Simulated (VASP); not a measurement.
Computed with PBEsol GGA, VASP's PBE PAW potentials (set 64) (plane waves; VASP).

A VASP calculation is set up with these files.

**POSCAR**
```
RuSb
1
    3.7050000000     0.0000000000     0.0000000000
    0.0000000000     3.7050000000     0.0000000000
    0.0000000000     0.0000000000     3.7050000000
Ru Sb
1 1
Direct
  0.0000000000   0.0000000000   0.0000000000
  0.5000000000   0.5000000000   0.5000000000
```

**KPOINTS**
```
Automatic mesh
0
Gamma
9 9 9
0 0 0
```

INCAR:
```
ALGO = Normal
EDIFF = 1E-6
EDIFFG = -0.01
ENCUT = 400
GGA = PS
IBRION = 2
ISIF = 3
ISMEAR = 1
LASPH = .TRUE.
LCHARG = .FALSE.
LMAXMIX = 4
LREAL = .FALSE.
LWAVE = .FALSE.
NELM = 100
NSW = 60
PREC = Accurate
SIGMA = 0.1
SYSTEM = RuSb
```

POTCAR, in this order: Ru_pv Sb (PBE.64 set). Program: vasp_std.

Output

File OSZICAR:
```
       N       E                     dE             d eps       ncg     rms          rms(c)
DAV:   1     0.716453750904E+02    0.71645E+02   -0.88645E+03  1182   0.102E+03
DAV:   2    -0.103400974666E+02   -0.81985E+02   -0.79583E+02  1090   0.251E+02
DAV:   3    -0.125760806908E+02   -0.22360E+01   -0.20959E+01  1068   0.401E+01
DAV:   4    -0.126090117304E+02   -0.32931E-01   -0.32898E-01  1121   0.526E+00
DAV:   5    -0.126096652124E+02   -0.65348E-03   -0.65329E-03  1071   0.690E-01    0.482E+00
DAV:   6    -0.125992262893E+02    0.10439E-01   -0.28587E+00   930   0.156E+01    0.400E+00
DAV:   7    -0.123063486936E+02    0.29288E+00   -0.10582E+00   928   0.862E+00    0.141E+00
DAV:   8    -0.122866124564E+02    0.19736E-01   -0.10841E-01   935   0.263E+00    0.290E-01
DAV:   9    -0.122865860740E+02    0.26382E-04   -0.11792E-03  1020   0.355E-01    0.188E-01
DAV:  10    -0.122865721256E+02    0.13948E-04   -0.28158E-04  1040   0.209E-01    0.208E-02
DAV:  11    -0.122865732125E+02   -0.10869E-05   -0.70853E-06  1053   0.274E-02    0.119E-02
DAV:  12    -0.122865725523E+02    0.66015E-06   -0.93000E-07   515   0.798E-03
   1 F= -.12286573E+02 E0= -.12286789E+02  d E =-.122866E+02
       N       E                     dE             d eps       ncg     rms          rms(c)
DAV:   1    -0.131872742186E+03   -0.11959E+03   -0.21912E+03   910   0.509E+02    0.157E+02
DAV:   2    -0.203118689755E+02    0.11156E+03   -0.33565E+02   910   0.262E+02    0.388E+01
DAV:   3    -0.150589138340E+02    0.52530E+01   -0.14027E+01  1080   0.409E+01    0.231E+01
DAV:   4    -0.124323840061E+02    0.26265E+01   -0.80589E+00   940   0.277E+01    0.114E+01
DAV:   5    -0.125109325839E+02   -0.78549E-01   -0.29210E-01  1121   0.522E+00    0.836E+00
DAV:   6    -0.125225376448E+02   -0.11605E-01   -0.10573E-01  1120   0.386E+00    0.684E-01
DAV:   7    -0.125192348557E+02    0.33028E-02   -0.26368E-02  1010   0.201E+00    0.444E-01
DAV:   8    -0.125189553943E+02    0.27946E-03   -0.75385E-04  1192   0.323E-01    0.396E-01
DAV:   9    -0.125188065298E+02    0.14886E-03   -0.14582E-04  1000   0.130E-01    0.161E-01
DAV:  10    -0.125187842270E+02    0.22303E-04   -0.51316E-05   965   0.682E-02    0.655E-02
DAV:  11    -0.125187836761E+02    0.55082E-06   -0.13590E-06   744   0.121E-02
   2 F= -.12518784E+02 E0= -.12518259E+02  d E =-.232211E+00
       N       E                     dE             d eps       ncg     rms          rms(c)
DAV:   1    -0.450492350769E+02   -0.32530E+02   -0.51039E+02   920   0.319E+02    0.739E+01
DAV:   2    -0.203420984702E+02    0.24707E+02   -0.20773E+02   944   0.157E+02    0.355E+01
DAV:   3    -0.144689108781E+02    0.58732E+01   -0.20340E+01   925   0.443E+01    0.289E+01
DAV:   4    -0.144836675010E+02   -0.14757E-01   -0.52941E-01  1015   0.827E+00    0.252E+01
DAV:   5    -0.144605617519E+02    0.23106E-01   -0.38943E-01   965   0.393E+00    0.776E+00
DAV:   6    -0.144486984168E+02    0.11863E-01   -0.84912E-02  1100   0.307E+00    0.224E+00
DAV:   7    -0.144508110039E+02   -0.21126E-02   -0.29914E-03  1074   0.517E-01    0.126E+00
DAV:   8    -0.144502784436E+02    0.53256E-03   -0.42872E-03  1025   0.740E-01    0.675E-02
DAV:   9    -0.144502789832E+02   -0.53968E-06   -0.82016E-05  1133   0.967E-02    0.412E-02
DAV:  10    -0.144502779597E+02    0.10236E-05   -0.10732E-05   985   0.281E-02    0.201E-02
DAV:  11    -0.144502772227E+02    0.73701E-06   -0.35441E-06   929   0.180E-02
   3 F= -.14450277E+02 E0= -.14449884E+02  d E =-.216370E+01
       N       E                     dE             d eps       ncg     rms          rms(c)
DAV:   1    -0.145558920244E+02   -0.10561E+00   -0.14463E+00   925   0.155E+01    0.266E+00
DAV:   2    -0.145076159972E+02    0.48276E-01   -0.87977E-01   920   0.975E+00    0.148E+00
DAV:   3    -0.144624980378E+02    0.45118E-01   -0.12290E-01   920   0.383E+00    0.284E-01
DAV:   4    -0.144610868311E+02    0.14112E-02   -0.11213E-02   945   0.750E-01    0.129E-01
DAV:   5    -0.144608505842E+02    0.23625E-03   -0.90546E-04   965   0.275E-01    0.948E-02
DAV:   6    -0.144608934422E+02   -0.42858E-04   -0.93877E-05  1045   0.944E-02    0.187E-02
DAV:   7    -0.144608877599E+02    0.56823E-05   -0.14479E-05  1100   0.347E-02    0.528E-03
DAV:   8    -0.144608875324E+02    0.22752E-06   -0.86012E-07   500   0.735E-03
   4 F= -.14460888E+02 E0= -.14460763E+02  d E =-.217431E+01
       N       E                     dE             d eps       ncg     rms          rms(c)
DAV:   1    -0.145048954517E+02   -0.44008E-01   -0.63967E-01   920   0.104E+01    0.176E+00
DAV:   2    -0.144813251049E+02    0.23570E-01   -0.34154E-01   920   0.643E+00    0.921E-01
DAV:   3    -0.144634866790E+02    0.17838E-01   -0.49000E-02   925   0.243E+00    0.181E-01
DAV:   4    -0.144629350630E+02    0.55162E-03   -0.45261E-03   945   0.480E-01    0.758E-02
DAV:   5    -0.144628541177E+02    0.80945E-04   -0.32666E-04   960   0.166E-01    0.589E-02
DAV:   6    -0.144628747520E+02   -0.20634E-04   -0.41269E-05  1035   0.640E-02    0.114E-02
DAV:   7    -0.144628714365E+02    0.33155E-05   -0.84393E-06  1090   0.275E-02    0.396E-03
DAV:   8    -0.144628712982E+02    0.13837E-06   -0.35534E-07   470   0.527E-03
   5 F= -.14462871E+02 E0= -.14462933E+02  d E =-.217630E+01
```

OUTCAR:
```
------------------------ aborting loop because EDIFF is reached ----------------------------------------
  FORCE on cell =-STRESS in cart. coord.  units (eV):
  Direction    XX          YY          ZZ          XY          YZ          ZX
  --------------------------------------------------------------------------------------
  Total        0.0179995      0.0179995      0.0179995     -0.0000000      0.0000000     -0.0000000
  in kB        0.8577138      0.8577138      0.8577138     -0.0000000      0.0000000     -0.0000000
  external PRESSURE =       0.8577138 kB  Pullay stress =       0.0000000 kB
  volume of cell :       33.62
      direct lattice vectors                 reciprocal lattice vectors
     3.227573792  0.000000000 -0.000000000     0.309830252 -0.000000000 -0.000000000
     0.000000000  3.227573792 -0.000000000    -0.000000000  0.309830252  0.000000000
     0.000000000 -0.000000000  3.227573792     0.000000000  0.000000000  0.309830252
 POSITION                                       TOTAL-FORCE (eV/Angst)
 -----------------------------------------------------------------------------------
      0.00000      0.00000      0.00000        -0.000000     -0.000000     -0.000000
      1.61379      1.61379      1.61379         0.000000      0.000000      0.000000
 -----------------------------------------------------------------------------------
    total drift:                               -0.000000      0.000000      0.000000
  FREE ENERGIE OF THE ION-ELECTRON SYSTEM (eV)
  ---------------------------------------------------
  free  energy   TOTEN  =       -14.4628712982 eV

  energy  without entropy=      -14.4630558555  energy(sigma->0) =      -14.46293282

 reached required accuracy - stopping structural energy minimisation
```
(Selected blocks of OUTCAR.)

CONTCAR:
```
RuSb
   1.00000000000000
     3.2275737918205394    0.0000000000000000   -0.0000000000000000
     0.0000000000000000    3.2275737918205394   -0.0000000000000000
     0.0000000000000000   -0.0000000000000000    3.2275737918205394
  Ru              Sb
     1     1
Direct
     0.0000000000000000    0.0000000000000000    0.0000000000000000
     0.5000000000000000    0.5000000000000000    0.5000000000000000
```

Energy and stress use the plane-wave basis of the starting cell.

The structure was generated: RuSb was put into the CsCl type type (Pm-3m), which need not be its known phase. This run relaxes it. Symmetry was kept, so distortions that lower it aren't found. The electron count is odd and the run is not spin-polarised, which forces a metal.
